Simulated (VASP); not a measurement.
Calculation: HSE06 screened hybrid, VASP's PBE PAW potentials (set 64) (plane waves; VASP).

VASP input:

**POSCAR**
```
SnSe2
1
    1.9394816972    -3.3592810631     0.0000000000
    1.9394816972     3.3592810631     0.0000000000
    0.0000000000     0.0000000000     6.8784923810
Sn Se
1 2
Direct
  0.0000000000   0.0000000000   0.0000000000
  0.3333330000   0.6666670000   0.2317318787
  0.6666670000   0.3333330000   0.7682681213
```

KPOINTS_OPT:
```
named points and PBE's band edges
10
Reciprocal
  0.000000   0.000000   0.000000 1 ! GAMMA
  0.000000   0.000000   0.500000 1 ! A
  0.333330   0.333330   0.000000 1 ! K
  0.333330   0.333330   0.500000 1 ! H
  0.500000   0.000000   0.000000 1 ! M
  0.500000   0.000000   0.500000 1 ! L
  0.166670   0.000000   0.000000 1 ! near an edge
  0.111110   0.000000   0.000000 1 ! near an edge
  0.222220   0.000000   0.000000 1 ! near an edge
  0.444440   0.000000   0.500000 1 ! near an edge
```

**INCAR**
```
! general
SYSTEM    =  SnSe2
PREC      =  Accurate
ENCUT     =  520   ! plane-wave cut-off (eV)
LREAL     =  .False.
LASPH     =  .True.   ! aspherical one-centre terms
ISYM      =  3

! electronic loop
EDIFF     =  1E-6
NELM      =  60   ! most electronic steps
ALGO      =  Normal   ! blocked Davidson
LMAXMIX   =  4

! smearing
ISMEAR    =  0
SIGMA     =  0.05   ! width (eV)

! functional
GGA       =  PE   ! PBE
LHFCALC   =  .True.
AEXX      =  0.25
HFSCREEN  =  0.2   ! 1/Angstrom
PRECFOCK  =  Fast

! ions
ISIF      =  2

! output
LWAVE     =  .False.
LCHARG    =  .False.
```

KPOINTS:
```
Automatic mesh
0
Gamma
6 6 4
0 0 0
```

POTCAR, in this order: Sn_d Se (PBE.64 set). Program: vasp_std. Read from the step before: WAVECAR.

What will the output report for the number of irreducible k-points (NKPTS), largest plane-wave count, number of space-group operations, FFT grid (NGX, NGY, NGZ)?

```json
{
 "number of irreducible k-points (NKPTS)": "24",
 "largest_plane_wave_count": "2430",
 "number_of_space_group_operations": "12",
 "FFT grid (NGX, NGY, NGZ)": "30 × 30 × 54"
}
```

The compound is SnSe2 in the 1T layered structure. It was relaxed first, which changed the volume by +16 %.
